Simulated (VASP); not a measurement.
```yaml
crystal:
  lattice:
    - [0.00000, 3.10577, 3.06791]
    - [3.16760, 0.00000, 3.06791]
    - [3.16760, 3.10577, 0.00000]
  atoms:
    - { symbol: Ba, position: [0.00000, 0.00000, 0.00000] }
    - { symbol: F, position: [0.25000, 0.25000, 0.25000] }
    - { symbol: F, position: [0.74350, 0.75650, 0.75650] }
```

Computed with PBE GGA, VASP's PBE PAW potentials (set 64) (plane waves; VASP). Settings: 520 eV cut-off, 6×6×6 Γ-centred mesh, first-order Methfessel-Paxton smearing of 0.10 eV, potentials Ba_sv F.

Q: Which forces act on the atoms, in eV/Å?

A: 
```tsv
atom	Fx	Fy	Fz
Ba1	0.077	0.000	0.000
F2	0.042	0.000	0.000
F3	-0.119	0.000	0.000
```

Q: Give the stress tensor in GPa (positive for a compressed cell).

A: 
```
0.76  0.00  0.00
0.00  1.69  0.31
0.00  0.31  2.16
```
The pressure is its mean diagonal, 1.54 GPa.

The compound is BaF2 in the fluorite structure. The cell was not relaxed at this level, atoms are displaced from their ideal sites. The run is one of a series of settings (ISMEAR = 1, SIGMA = 0.1 against the base run), some of them coarse on purpose.
